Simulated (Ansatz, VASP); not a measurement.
# TlHg2: VASP beside Ansatz

Wanted: the spread between two codes on one cell, functional and k mesh. The cell is generated by rule, not measured, and may not be a known phase. Of the first pair: The two relaxations start from unlike cells of this crystal (the structure described is Ansatz's start), so only their ends are compared.

Program: Ansatz 0.2.0. Level of theory: plane waves, with VASP 6.6.1 beside it; relaxation of cell and atoms at PBEsol. Results are calculated unless marked as measured.

## Step 1: Set-up

The structure is hexagonal, space group P6/mmm (No. 191). Conventional cell: a = 4.791 Å, b = 4.791 Å, c = 3.077 Å, α = 90.00°, β = 90.00°, γ = 120.00°. Nearest to Tl lie 2 Tl at 3.08 Å and 12 Hg at 3.17 Å. Nearest to Hg lie 5 Hg at 2.77 to 3.08 Å and 6 Tl at 3.17 Å. Farther neighbours are not listed.

## Step 2: Ansatz: relaxation of cell and atoms, PBEsol, pair 1

Ansatz runs on its default PAW (the set named soft_2) files.

The relaxed volume is the usual yardstick between codes: in a stiff, nearly cubic crystal its relative difference is about their pressure difference at one cell divided by the bulk modulus.

The input, input.yaml:

```yaml
crystal:
  lattice:
    - [4.79091, 0.0, 0.0]
    - [-2.39545, 4.14905, 0.0]
    - [0.0, 0.0, 3.07746]
  atoms:
    - { symbol: Tl, position: [0.0, 0.0, 0.0] }
    - { symbol: Hg, position: [0.3333333333, 0.6666666667, 0.5] }
    - { symbol: Hg, position: [0.6666666667, 0.3333333333, 0.5] }
kpoints:
  mp_grid: { grid: [6, 6, 6] }
hamiltonian:
  xc: pbesol
scf:
  occupations: { method: gaussian, width: 0.1 }
output:
  forces: true
  stress: true
  eigenvalues: true
relax:
  adjacent_minimum: "off"
  f_tol: 0.05
  max_steps: 80
  cell: { stress_tol: 0.5 }
```

Started as:

```
> ansatz run input.yaml --threads 8 --pin off --max-ram 14336MiB --backend cpu --events-out ev --progress --plain --runs-dir out
```

Numbers of over 12 decimals in the logs are rounded to 6 here.

The program printed:

```text
The last accepted step is kept in <dir> (removed where the run ends without a failure and the disk answers)
Engine: ansatz 0.2.0, aarch64-unknown-linux-gnu
Pseudopotentials: kind: paw
Pseudopotential: Tl, paw, valence charge 13, recommended cutoff 420 eV (normal), Tl.paw.azcp
Pseudopotential: Hg, paw, valence charge 20, recommended cutoff 420 eV (normal), Hg.paw.azcp
Functional definition: PBEsol
  exchange = pbesol_x
  correlation = pbesol_c
Crystal: 3 atoms, lattice volume = 61.173 Å³
Basis set: ecut = 420 eV, 1175 PW (Γ), exchange–correlation on 72×72×48 points (8 copies of the dense FFT grid, shifted against one another)
Bands: 32, of which v1, the nominal top of the filled ones, is band 27 counted from 1 (26 counted from 0)
Symmetry: 24 space group operations
Space group: P6/mmm (ITA 191), of the structure as read, at distance tolerance 3.9e-5 Å
k-points: 28 of 216
Non-local potential: Tl, projectors of the file, l = 0: 2, l = 1: 2, l = 2: 2, l = 3: 1
Non-local potential: Hg, projectors of the file, l = 0: 3, l = 1: 2, l = 2: 2, l = 3: 1
PAW form: soft (Blöchl's): semilocal exchange-correlation on the pseudo side does not see the compensation charge
PAW frozen core: Tl, regenerated for the run's functional, and the local potential with it (the file was generated under x = pbe(κ = 0.804, μ = 0.219515), c = pbe(β = 0.066725))
PAW frozen core: Hg, regenerated for the run's functional, and the local potential with it (the file was generated under x = pbe(κ = 0.804, μ = 0.219515), c = pbe(β = 0.066725))
PAW one-centre angular grid: Tl, 590 points (default); XC on 64 Gauss nodes
PAW one-centre angular grid: Hg, 590 points (default); XC on 64 Gauss nodes
Initial density: superposition of atomic densities (neutral atoms: chi_scale 0, normalization atom), corrected by the library's trained network
Initial wavefunctions: pseudopotential atomic-orbital guess
Functional: x = pbesol(κ = 0.804, μ = 0.123457), c = pbesol(β = 0.046)
SCF iter   1: F=—  HF=-38631.090489 eV  |F-HF|=—  |Δ(HF+E_count)|=         —  Δρ=4.63e-3  dr2=1.47e-2  ethr=1.77e-3  ⟨swp⟩=6.2  Hψ=3390  notcnv=0
preconditioner: auto → Resta (q_TF=auto, 2.664 Å⁻¹)  ε∞=5.9  [insulator: Δε(μ)=0.153 eV  Ē_g=13.026 eV  σ=0.100 eV  W_gap=0.71  n_scr=26 (ndim 8)  ℏωp=28.9 eV  f_vac=0.000  D(μ)=1.36/eV (n_scr^D=6)  ε∞_Penn≈5.9]
SCF iter   2: F=—  HF=-38631.087512 eV  |F-HF|=—  |Δ(HF+E_count)|=   2.98e-3  Δρ=2.31e-3  dr2=3.13e-3  ethr=2.77e-5  ⟨swp⟩=2.1  Hψ=1572  notcnv=0
SCF iter   3: F=—  HF=-38631.086796 eV  |F-HF|=—  |Δ(HF+E_count)|=   7.16e-4  Δρ=6.86e-4  dr2=1.95e-4  ethr=5.90e-6  ⟨swp⟩=2.2  Hψ=1295  notcnv=0
SCF iter   4: F=—  HF=-38631.086783 eV  |F-HF|=—  |Δ(HF+E_count)|=   1.29e-5  Δρ=7.64e-5  dr2=3.38e-6  ethr=3.68e-7  ⟨swp⟩=2.6  Hψ=1277  notcnv=0
SCF iter   5: F=—  HF=-38631.086806 eV  |F-HF|=—  |Δ(HF+E_count)|=   2.32e-5  Δρ=2.53e-5  dr2=4.12e-7  ethr=6.37e-9  ⟨swp⟩=2.0  Hψ=1382  notcnv=0
SCF iter   6: F=-38631.086806 eV  HF=-38631.086806 eV  |F-HF|=3.93e-9  |Δ(HF+E_count)|=   1.01e-7  Δρ=5.12e-6  dr2=1.39e-8  ethr=1.89e-10  ⟨swp⟩=7.5  Hψ=3927  notcnv=0
SCF 1 converged in 6 iterations: F = -38631.086806 eV  dr2 = 1.39e-8
  greatest PAW one-centre occupation: 1.000 electrons in one spin orbital (limit 2), on the Hg atom at site 2 (counted from 0), in its partial waves of l = 0
relax step   1: F+E_penalty+E_count = -38631.08680579 eV  Δ(F+E_penalty+E_count) = +0.000e0 eV  max|allowed force component| = 2.591e-16 eV/Å  Δτ_max = 0.0000 Å  P = +17.944 GPa  Ω = 61.173 Å³  (6 SCF iters, dr2 threshold 1.00e-7 eV, accepted)
[...]
relax step   4: F+E_penalty+E_count = -38631.78983432 eV  Δ(F+E_penalty+E_count) = -2.016e-2 eV  max|allowed force component| = 2.097e-16 eV/Å  Δτ_max = 0.0000 Å  P = +0.153 GPa  Ω = 76.094 Å³  energy of the carried Pulay correction = -4.756e-3 eV  (5 SCF iters, dr2 threshold 3.00e-7 eV, accepted)
[...]
relax step   5: F+E_penalty+E_count = -38631.79863818 eV  Δ(F+E_penalty+E_count) = -8.804e-3 eV  max|allowed force component| = 2.097e-16 eV/Å  Δτ_max = 0.0000 Å  P = +0.371 GPa  Ω = 76.094 Å³  stress off target by 7.45e-1 GPa  SCF on the basis re-selected at this cell (its energy is not comparable with the rows above)  (5 SCF iters)
[...]
relax step   6: F+E_penalty+E_count = -38631.80027286 eV  Δ(F+E_penalty+E_count) = -1.635e-3 eV  max|allowed force component| = 1.419e-16 eV/Å  Δτ_max = 0.0000 Å  P = +0.079 GPa  Ω = 76.699 Å³  energy of the carried Pulay correction = -1.539e-4 eV  (4 SCF iters, dr2 threshold 3.00e-7 eV, accepted)
[...]
relax step   7: F+E_penalty+E_count = -38631.80042827 eV  Δ(F+E_penalty+E_count) = -1.554e-4 eV  max|allowed force component| = 1.974e-16 eV/Å  Δτ_max = 0.0000 Å  P = +0.077 GPa  Ω = 76.699 Å³  stress off target by 2.09e-1 GPa  SCF on the basis re-selected at this cell (its energy is not comparable with the rows above)  (4 SCF iters)
basis re-selected at this cell: Δ(F+E_penalty+E_count) = -1.554e-4 eV, ΔP = -0.002 GPa vs the last step (what re-selecting the basis moved, of the pressure what is left beyond the Pulay correction that the steps carried, after the strain that the cell walked since its last selection, with what the two solves' SCF thresholds leave and, on support functions, any second-order correction that the steps lacked; it is no m [...]
SCF converged after 4 iterations
Free energy (F): -38631.800428 eV
Harris-Foulkes:  -38631.800428 eV  (|F-HF|=8.88e-10)
Internal energy: -38631.798914 eV  (E = F + TS)
E sigma→0 (E₀):  -38631.799671 eV
Entropy (-TS):   -0.001515 eV (-0.505 meV/atom)
Fermi energy:    13.071807 eV
--- Per-component energies (eV) ---
  E_band       = -818.600375
  E_kinetic    = 1542.219328
  E_local      = -6387.977076  (includes V_loc(G=0)·N_el)
  E_nonlocal   = 470.803607
  E_hartree    = 2692.262118
  E_xc         = -667.534686
  E_vxc        = -666.621040  (∫ρ·V_xc dr)
  E_paw        = -29618.486948  (= ΣΔE_a)
  E_vpaw       = -1161.550714  (= ΣTr[D̂ρ^β])
  E_aug_tail   = 0.001828  (compensation charges beyond the density's cutoff)
  E_ewald      = -6663.782653
  E_core_change = 0.695568  (= ΣΔE_core)
  E_smearing   = -0.001515  (= −TS)
  E_closure    = -0.000000  (closes the sum)
  Σ components = -38631.800428   (vs F -38631.800428, Δ=0.00e0)
--- Forces (eV/Å), atoms counted from 1 ---
  atom   1  Tl     0.00000000     0.00000000     0.00000000
  atom   2  Hg    -0.00000000     0.00000000     0.00000000
  atom   3  Hg     0.00000000    -0.00000000    -0.00000000
  max |Σ_I F_I| component: 1.85e-17 eV/Å
--- Stress (GPa, compression-positive) ---
        0.010759      -0.000000       0.000000
       -0.000000       0.010759       0.000000
        0.000000       0.000000       0.209197
  P = ⅓ Tr σ = 0.0769 GPa (0.769 kbar)
--- Band table (eV; the first three rows and the last of 28) ---
  k-point 0: bands = [... 23 lower, 6.5508, 10.4669, 12.9749, 14.3067, 14.3067, 14.6547, 14.6547, 16.9819, ... 1 higher]
  k-point 1: bands = [... 23 lower, 6.4823, 10.3947, 13.2186, 14.6795, 14.6795, 15.0018, 15.0018, 15.1425, ... 1 higher]
  k-point 2: bands = [... 23 lower, 6.6516, 9.4876, 13.8857, 14.0533, 15.6658, 15.6658, 15.8204, 15.8204, ... 1 higher]
  k-point 27: bands = [... 23 lower, 8.9417, 10.1665, 10.1665, 10.7960, 12.4940, 12.4940, 19.1854, 19.7164, ... 1 higher]
--- Relaxed structure (5 steps of the walk, 5 accepted, 2 SCFs on fresh bases) ---
  F+E_penalty+E_count = -38631.80042827 eV   max|allowed force component| = 1.974e-16 eV/Å   (the final SCF, on the basis selected at the relaxed cell)
  cell:  # Å, volume = 76.6986 Å³
    - [5.032189, -3.032133493582228e-6, 0]
    - [-2.516092, 4.358005, 1.434216410272604e-17]
    - [0, 1.0637958622580132e-17, 3.497383]
  atoms:
    - { symbol: Tl, position: [0, 0, 0] }
    - { symbol: Hg, position: [0.333333, 0.666667, 0.500000] }
    - { symbol: Hg, position: [0.666667, 0.333333, 0.500000] }
```

In the SCF lines HF is the Harris–Foulkes energy and dr2 the Hartree energy of the density residual, in eV; the loop may stop once dr2 is under the threshold and the program's other checks hold. Hψ counts applications of the Hamiltonian.

## Step 3: VASP: relaxation of cell and atoms, PBEsol, pair 1

Its own start cell and the same functional, mesh and smearing now go to VASP, with its own data sets.

Lines of VASP's logs that name or quote its potential files are left out, and so is its time.

The input, INCAR:

```
SYSTEM = TlHg2
PREC = Accurate
ENCUT = 500
EDIFF = 1E-07
NELM = 120
ISMEAR = 0
SIGMA = 0.1
LREAL = .FALSE.
ALGO = Normal
GGA = PS
NBANDS = 24
LORBIT = 11
LWAVE = .FALSE.
LCHARG = .FALSE.
ISIF = 3
IBRION = 2
NSW = 80
EDIFFG = -0.005
LASPH = .TRUE.
GGA_COMPAT = .FALSE.
NELMIN = 4
KPAR = 2
```

The input, POSCAR:

```
TlHg2
1.0
    5.0451364619     -0.0000031917      0.0000000000
   -2.5225661530      4.3692176308      0.0000000000
    0.0000000000      0.0000000000      3.5066163701
Tl Hg
1 2
Direct
    0.0000000000      0.0000000000      0.0000000000
    0.3333334725      0.6666666667      0.5000000000
    0.6666667362      0.3333333333      0.5000000000
```

The input, KPOINTS:

```
Automatic mesh
0
Gamma
6 6 6
0 0 0
```

PAW data sets: Tl_d and Hg (PBE family, release 64).

Started as:

```
> mpirun -np 2 vasp_std
```

The program printed:

```text
[banner, memory and clock lines left out]
running    2 mpi-ranks, on    1 nodes
 distrk:  each k-point on    1 cores,    2 groups
 distr:  one band on    1 cores,    1 groups

 POSCAR found type information on POSCAR TlHg
 POSCAR found :  2 types and       3 ions
|                                                                             |
|               ----> ADVICE to this user running VASP <----                  |
|                                                                             |
|     You enforced a specific xc type in the INCAR file but a different       |
|     [... a line on the potential file left out ...]
|     I HOPE YOU KNOW WHAT YOU ARE DOING!                                     |
|                                                                             |

 LDA part: xc-table for (Slater+PW92), standard interpolation
 POSCAR, INCAR and KPOINTS ok, starting setup
 FFT: planning ... GRIDC
 FFT: planning ... GRID_SOFT
 FFT: planning ... GRID
 WAVECAR not read
 entering main loop
       N       E                     dE             d eps       ncg     rms          rms(c)
DAV:   1     0.255284155754E+03    0.25528E+03   -0.18500E+04  1344   0.140E+03
DAV:   2     0.256115287829E+01   -0.25272E+03   -0.24337E+03  1424   0.357E+02
DAV:   3    -0.407355450935E+01   -0.66347E+01   -0.65984E+01  1584   0.620E+01
DAV:   4    -0.409465011945E+01   -0.21096E-01   -0.21094E-01  1440   0.325E+00
DAV:   5    -0.409481649755E+01   -0.16638E-03   -0.16638E-03  1648   0.316E-01    0.562E+00
DAV:   6    -0.387361315194E+01    0.22120E+00   -0.64085E-01  1528   0.711E+00    0.433E+00
DAV:   7    -0.385959747902E+01    0.14016E-01   -0.74102E-02  1424   0.174E+00    0.227E+00
DAV:   8    -0.385718576673E+01    0.24117E-02   -0.82205E-03  1424   0.937E-01    0.190E-01
DAV:   9    -0.385709595310E+01    0.89814E-04   -0.11922E-03  1672   0.344E-01    0.477E-02
DAV:  10    -0.385708627171E+01    0.96814E-05   -0.14406E-04  1472   0.112E-01    0.102E-02
DAV:  11    -0.385708879143E+01   -0.25197E-05   -0.34027E-05  1520   0.473E-02    0.102E-02
DAV:  12    -0.385708834346E+01    0.44797E-06   -0.55441E-06  1456   0.228E-02    0.122E-03
DAV:  13    -0.385708840209E+01   -0.58628E-07   -0.25160E-07  1200   0.378E-03
   1 F= -.38570884E+01 E0= -.38563764E+01  d E =-.385709E+01
 curvature:   0.00 expect dE= 0.000E+00 dE for cont linesearch  0.000E+00
 trial: gam= 0.00000 g(F)=  0.438E-41 g(S)=  0.397E-04 ort = 0.000E+00 (trialstep = 0.100E+01)
 search vector abs. value=  0.397E-04
 bond charge predicted
       N       E                     dE             d eps       ncg     rms          rms(c)
DAV:   1    -0.385783419830E+01   -0.74585E-03   -0.15249E-02  1360   0.115E+00    0.176E-01
DAV:   2    -0.385717301395E+01    0.66118E-03   -0.17085E-03  1408   0.407E-01    0.583E-02
DAV:   3    -0.385711148522E+01    0.61529E-04   -0.17929E-04  1424   0.108E-01    0.498E-02
DAV:   4    -0.385710568974E+01    0.57955E-05   -0.19416E-05  1416   0.345E-02    0.807E-03
DAV:   5    -0.385710586114E+01   -0.17140E-06   -0.46973E-06  1608   0.211E-02    0.403E-03
DAV:   6    -0.385710582570E+01    0.35433E-07   -0.72599E-07  1368   0.826E-03
   2 F= -.38571058E+01 E0= -.38563856E+01  d E =-.174236E-04
 trial-energy change:   -0.000017  1 .order   -0.000018   -0.000040    0.000004
 step:   0.9103(harm=  0.9177)  dis= 0.00000  next Energy=    -3.857106 (dE=-0.176E-04)
 reached required accuracy - stopping structural energy minimisation
```

Parts of OUTCAR (step 3):

```text
ion  position               nearest neighbor table
   1  0.000  0.000  0.000-   2 3.40   2 3.40   2 3.40   2 3.40   3 3.40   3 3.40   3 3.40   3 3.40
                             3 3.40   3 3.40   2 3.40   2 3.40
   2  0.333  0.667  0.500-   3 2.91   3 2.91   3 2.91   1 3.40   1 3.40   1 3.40   1 3.40   1 3.40
                             1 3.40
   3  0.667  0.333  0.500-   2 2.91   2 2.91   2 2.91   1 3.40   1 3.40   1 3.40   1 3.40   1 3.40
                             1 3.40

  LATTYP: Found a hexagonal cell.
 ALAT       =     5.0451364619
 C/A-ratio  =     0.6950488647

 Subroutine GETGRP returns: Found 24 space group operations
 (whereof 24 operations were pure point group operations)

The static configuration has the point symmetry D_6h.

 Found     28 irreducible k-points:

   k-points           NKPTS =     28   k-points in BZ     NKDIM =     28   number of bands    NBANDS=     24

   dimension x,y,z NGX =    40 NGY =   40 NGZ =   28
   dimension x,y,z NGXF=    80 NGYF=   80 NGZF=   56

   ENCUT  =  500.0 eV  36.75 Ry    6.06 a.u.   9.20  9.20  6.39*2*pi/ulx,y,z

   NELECT =      37.0000    total number of electrons

 k-points in reciprocal lattice and weights: Automatic mesh
   0.00000000  0.00000000  0.00000000       0.005
   0.16666667  0.00000000  0.00000000       0.028
   0.33333333 -0.00000000  0.00000000       0.028
   0.50000000  0.00000000  0.00000000       0.014
   0.16666667  0.16666667  0.00000000       0.028
   0.33333333  0.16666667  0.00000000       0.056
   0.33333333  0.33333333  0.00000000       0.009
   0.00000000  0.00000000  0.16666667       0.009
   0.16666667  0.00000000  0.16666667       0.056
[...]
0.33333333  0.16666667  0.50000000       0.056
   0.33333333  0.33333333  0.50000000       0.009

 average (electrostatic) potential at core
       1 -85.3060       2 -39.3509       3 -39.3509

 E-fermi :   4.1296

 k-point     1 :       0.0000    0.0000    0.0000
  band No.  band energies     occupation
    ...
     14      -2.9361      2.00000
     15      -2.3752      2.00000
     16      -2.3752      2.00000
     17       1.5086      2.00000
     18       4.0147      1.89598
     19       5.3665      0.00000
     20       5.3665      0.00000
     21       5.7175      0.00000
     22       5.7175      0.00000
     23       8.0622      0.00000
    ...

 k-point     2 :       0.1667    0.0000    0.0000
  band No.  band energies     occupation
    ...
     15      -2.4301      2.00000
     16      -2.3628      2.00000
     17       0.9925      2.00000
     18       2.7235      2.00000
     19       3.8919      1.99923
     20       5.5907      0.00000
     21       7.5254      0.00000
     22       8.3127      0.00000
     23       8.4375      0.00000
     24      12.9557      0.00000

 k-point     3 :       0.3333   -0.0000    0.0000
  band No.  band energies     occupation
    ...
     15      -2.4021      2.00000
     16      -2.3388      2.00000
     17      -0.5884      2.00000
     18       2.0612      2.00000
     19       2.7174      2.00000
     20       7.4704      0.00000
     21       9.4650      0.00000
     22       9.7694      0.00000
     23      11.4198      0.00000
     24      12.9484      0.00000

  Total        0.0018991      0.0018991      0.0092247     -0.0000000      0.0000000      0.0000000
  in kB        0.0394137      0.0394137      0.1914469     -0.0000000      0.0000000      0.0000000
  external PRESSURE =       0.0900914 kB  Pullay stress =       0.0000000 kB

  energy-cutoff  :      500.00
  volume of cell :       77.20
      direct lattice vectors                 reciprocal lattice vectors
     5.042341910 -0.000003189  0.000000000     0.198320618  0.114500334  0.000000000
    -2.521168878  4.366797477 -0.000000000     0.000000145  0.229000857  0.000000000
    -0.000000000 -0.000000000  3.506061980    -0.000000000  0.000000000  0.285220286

 POSITION                                       TOTAL-FORCE (eV/Angst)
 -----------------------------------------------------------------------------------
      0.00000      0.00000      0.00000        -0.000000     -0.000000     -0.000000
      0.00000      2.91120      1.75303        -0.000000      0.000000      0.000000
      2.52117      1.45560      1.75303         0.000000     -0.000000     -0.000000
 -----------------------------------------------------------------------------------
    total drift:                               -0.000330      0.000000     -0.000000

  FREE ENERGIE OF THE ION-ELECTRON SYSTEM (eV)
  ---------------------------------------------------
  free  energy   TOTEN  =        -3.8571058257 eV

  energy  without entropy=       -3.8556652980  energy(sigma->0) =       -3.85638556

 reached required accuracy - stopping structural energy minimisation

 total charge
# of ion       s       p       d       tot
------------------------------------------
    1        1.199   0.325   9.649  11.173
    2        0.885   0.275   9.307  10.468
    3        0.885   0.275   9.307  10.468
--------------------------------------------------
tot          2.970   0.876  28.263  32.109

[... 3 further parts left out ...]
```

CONTCAR:

```
TlHg2
   1.00000000000000
     5.0423419099546933   -0.0000031894932279    0.0000000000000000
    -2.5211688777982824    4.3667974772292926   -0.0000000000000000
    -0.0000000000000000   -0.0000000000000000    3.5060619797550938
  Tl              Hg
     1     2
Direct
     0.0000000000000000    0.0000000000000000    0.0000000000000000
     0.3333334725000014    0.6666666667000030    0.5000000000000000
     0.6666667361999998    0.3333333332999970    0.5000000000000000
```

## Step 4: Differences

Known differences besides the potentials themselves: the data sets hold 53 valence electrons in Ansatz (on its default PAW (the set named soft_2) files) and 37 in VASP; the cutoff is 420 eV in Ansatz and 500 eV in VASP; Ansatz makes its cores anew for this functional, VASP keeps those of its PBE data sets; Ansatz adds a Pulay correction to the stress that steers its cell, VASP none. Total energies have different zeros and are not compared.

Both answers:

```csv
quantity,Ansatz,VASP,difference
volume (Å³),76.70,77.20,-0.65 %
"edge a after relaxation, in the typed setting (Å)",5.032,5.042,-0.20 %
"edge c after relaxation, in the typed setting (Å)",3.497,3.506,-0.25 %
```

(Continued in part 2 of 2.)

[Lines on the potential files, build, host, timing and source positions are cut from VASP's logs without a mark.]

[Logs are printed without paths, hosts, clocks, repeated set-up lines and the standing remarks that a program may print on its own settings, such as how far it seeks lower states.]

[Hosts, paths, dates, database ids (printed as entryN), source tags and the programs' standing remarks are cut or masked in the printed files.]
